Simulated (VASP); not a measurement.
# Relaxed cell volume of fcc Cu against the diffraction cell: LDA, PBE, PBEsol, r2SCAN and dispersion-corrected levels

We have to decide which functional should set the copper lattice in our models of interconnects and metal contacts, and whether a dispersion term chosen for a neighbouring layer may also act on the metal. A wrong copper volume becomes a false strain once the metal is matched to another crystal: an error of 3.95 % in volume is about 3.95 / 3 = 1.3 % in length. We compare the volume per atom of Fm-3m Cu, relaxed as a static lattice at each level, with the diffraction cell of 11.81 Å³ per atom. A negative error means that the calculated cell is too small. Cubic symmetry leaves the lattice parameter as the only quantity that relaxes.

## Method

The start is the cell of a diffraction database, 11.81 Å³ per atom, whose temperature is that of the entry, mostly ambient. VASP 6.6.1, plane waves with PAW, cutoff 520 eV; cell and atoms fully relaxed at zero pressure at each level, static lattice, no spin polarisation, no spin-orbit coupling. All ran on Intel(R) Xeon(R) 6975P-C (Granite Rapids), shared with other work, so times are rough. All levels use the PAW data sets made with PBE. Non-spherical gradient terms inside the PAW spheres (LASPH) are on in the rows so marked and off in the others; they change results slightly and raise the cost.

Notes on method and selection:

- The diffraction cell holds zero-point and thermal expansion, typically 0.5 to 2 % in volume at room temperature, which a static relaxation lacks.
- Crystals whose PBE volume lies more than 1.5 % under or 25 % over the diffraction cell, or whose cell differs by over 0.3 % from another measurement, were left out.
- Non-spherical gradient terms in the PAW spheres (LASPH) were on for r2SCAN, r2SCAN + rVV10 and vdW-DF-cx, and off for LDA, PBE, PBEsol, PBE + D3(BJ) and PBE + D4; this difference bears on volumes and cost.
- Runs that did not converge, have known faults or may not be shown are not listed, and runs on Ansatz's PAW sets soft_1 and soft_2 are kept to separate tables.

Columns:

- volume error (%): relaxed volume relative to the diffraction cell.
- volume (Å³/atom): relaxed volume per atom.
- cost per step (core-s): processor time per ionic step of the relaxation.

Input lines of one member:

```
PREC = Accurate
ENCUT = 520
EDIFF = 1E-06
NELM = 100
ISMEAR = -1
SIGMA = 0.05
LREAL = .FALSE.
ALGO = Normal
GGA = CA
NBANDS = 11
LORBIT = 11
KPAR = 2
IBRION = 2
NSW = 60
ISIF = 3
```

Command (options for logging and memory left out): `mpirun -np 2 vasp_std`

## Data

```
member          volume error (%)  volume (Å³/atom)  cost per step (core-s)  remark
PBE + D3(BJ)    −3.95             11.344            3.3
r2SCAN + rVV10  −3.87             11.353            25                      LASPH on
LDA             −7.16             10.965            3.2
r2SCAN          −2.82             11.477            16                      LASPH on
PBE             1.50              11.987            2.9
PBE + D4        ?                 ?                 4
vdW-DF-cx       −2.87             11.471            14                      LASPH on
PBEsol          −3.83             11.358            3.3
```

Cells marked ? are withheld until the estimate has been made.

## What drives the series

PBE is the only level shown that gives a cell larger than the diffraction cell, by 1.50 %. The others are smaller, from −2.82 % with r2SCAN to −7.16 % with LDA. LDA and PBE differ by 1.50 + 7.16 = 8.66 percentage points. LDA binds too strongly at short distance; the gradient correction in PBE favours less uniform densities and so pushes the atoms apart. PBEsol has a weaker gradient dependence in its exchange and falls between them, at −3.83 %.

Dispersion terms contract the cell, by an amount that depends on the scheme and its parent functional. D3(BJ) moves PBE by −3.95 − 1.50 = −5.45 points, whereas rVV10 moves r2SCAN by −3.87 + 2.82 = −1.05 points. LASPH is the same within each pair, so it does not cause these shifts. An undamped pair attraction varies as −C₆/R⁶ and pulls inward. In a metal the mobile electrons screen this attraction, and coefficients derived from atoms and molecules can overstate it. r2SCAN already contains part of the medium-range attraction, which leaves less for rVV10 to add.

The diffraction cell includes zero-point and thermal expansion, typically 0.5 to 2 % in volume, so an ideal static calculation should give about −0.5 to −2 %. Against that range PBE is too large by 1.50 + 0.5 = 2.0 to 1.50 + 2 = 3.5 points, and r2SCAN too small by 0.8 to 2.3. The raw error therefore flatters PBE; r2SCAN and vdW-DF-cx, which are practically equal, come nearest over most of the range, and LDA is the worst. D3(BJ) turns the PBE cell from too large into too small, with no clear gain in accuracy. Because crystals were selected partly by their PBE volume, this ranking should not be carried over to metals in general.

## A prediction

Plain estimates from the members shown:

- PBE + D4, mean of the 7 members shown: −3.29 %, standard deviation 2.4

The mean of the seven members, −3.29 %, mixes different parent functionals, so we start from PBE + D3(BJ), which shares its parent and its pairwise form with PBE + D4. The charge dependence of D4 has little to act on here, since all atoms in elemental Cu are equivalent and neutral.

D4 normally adds a three-body term, which is repulsive in a close-packed crystal. We take its energy as roughly a tenth of the pair energy, a general size for dense solids. Without damping, the pair energy varies as V⁻² and the three-body energy as V⁻³, so the outward pressure is 0.1 × 3 / 2 = 0.15 of the inward one. Applied to the D3(BJ) contraction, this gives back 0.15 × 5.45 = 0.82 points, and the estimate is −3.95 + 0.82 = −3.13 %.

Changed pair coefficients and damping could matter as much as this shift. For the error bar we use the spread of the two dispersion contractions shown, 5.45 − 1.05 = 4.40 points. An even distribution of that width has a standard deviation of 4.40 / √12 = 1.27 points. Carrying the D3(BJ) shift over to r2SCAN would miss r2SCAN + rVV10 by the full 4.40 points. That comparison changes both the scheme and the parent functional, so it does not test the smaller step from D3(BJ) to D4 on a fixed parent.

**Committed estimate, PBE + D4: volume error = −3.1 ± 1.3 %.**

## Outcome

```
member    volume error (%)  volume (Å³/atom)  cost per step (core-s)
PBE + D4  −3.17             11.436            4
```

```
member    estimate   volume error (%)  computed  estimate − computed  miss in error bars
PBE + D4  committed  −3.10             −3.17     +0.07                0.1
PBE + D4  mean       −3.29             −3.17     −0.12
```

The computed error for PBE + D4 is −3.17 %, so our estimate of −3.1 ± 1.3 % is well inside its error bar. The mean of the other seven members, −3.29 %, was almost as close, and the difference between the two misses is too small to favour our route.

Starting from PBE + D3(BJ) held up. D4 contracts the PBE cell by 1.50 + 3.17 = 4.67 points, against 5.45 for D3(BJ), so the contraction is weaker by 0.78 points where we expected 0.82. The sign agrees with a repulsive three-body term. The size is weaker evidence, because we had assumed a three-body energy of a tenth of the pair energy, and D4 also changes the pair coefficients and the damping. Our error bar came from the spread between different schemes on different parent functionals and was wide for a step between two corrections to the same one.

## Members off the line

PBE and LDA stand apart at opposite ends. The other six members lie between −3.95 and −2.82 %, a width of only 3.95 − 2.82 = 1.13 points.

PBE, at +1.50 %, lies 1.50 + 2.82 = 4.32 points above the nearest of them. Its gradient correction weakens the bonding relative to LDA, and it has neither the reduced gradient dependence of PBEsol nor an added attraction to pull the cell back.

LDA, at −7.16 %, lies 7.16 − 3.95 = 3.21 points below the group, in the direction of its familiar overbinding. It was run with PAW data sets made for PBE, an inconsistency that may add a little to the error but is unlikely to account for a gap of this size.

The closeness of the six does not mean that they describe the bonding alike. PBEsol reaches −3.83 % through its exchange and correlation alone, while PBE + D3(BJ) reaches −3.95 % by adding a large attraction to a cell that was too big.

## Price of accuracy

LDA, PBE, PBEsol and the two corrected PBE levels cost 2.9 to 4 core-seconds per ionic step, which is no meaningful difference on shared machines. D3(BJ) and D4 are therefore practically free, and their effect on the volume is the only reason to accept or refuse them here.

r2SCAN costs 16 core-seconds per step, or 16 / 2.9 = 5.5 times PBE, and vdW-DF-cx costs 14. Part of this increase comes from LASPH, which was on for these levels. The extra time buys a cell 4.32 points smaller than that of PBE with r2SCAN, but no assured gain in accuracy for copper.

## Rules of thumb and their limits

For Cu, both corrections to PBE shrink the cell by about 5 %, while rVV10 shrinks that of r2SCAN by about 1 %. The two cases differ in both scheme and parent functional, so neither shift should be carried over to another pairing.

A small strain in length is about a third of the strain in volume. If D4 is switched on for the whole interface while the copper is kept at its PBE lattice, the metal is stretched relative to its PBE + D4 equilibrium by about (11.987 − 11.436) / 11.436 / 3 = 0.016, or 1.6 %.

Zero-point and thermal expansion, +0.5 to +2 % in volume, is smaller than the spread of the table but can change the ranking. r2SCAN is nearer to experiment than PBE only if the expansion exceeds about (2.82 − 1.50) / 2 = 0.66 %. LDA remains the worst throughout the range. For the copper lattice alone, r2SCAN or vdW-DF-cx is therefore the reasonable choice unless the expansion is at the low end of its range. A D3(BJ) or D4 term needed for a neighbouring layer may also act on the copper, provided the copper is relaxed with it: the cell then turns out too small instead of too large, and it is nearer to experiment than that of PBE if the expansion exceeds about (3.17 − 1.50) / 2 = 0.8 % with D4 or (3.95 − 1.50) / 2 = 1.2 % with D3(BJ). For an interface model, one level should set both lattices.

[Logs are printed without paths, hosts, clocks, repeated set-up lines and the standing remarks that a program may print on its own settings, such as how far it seeks lower states.]
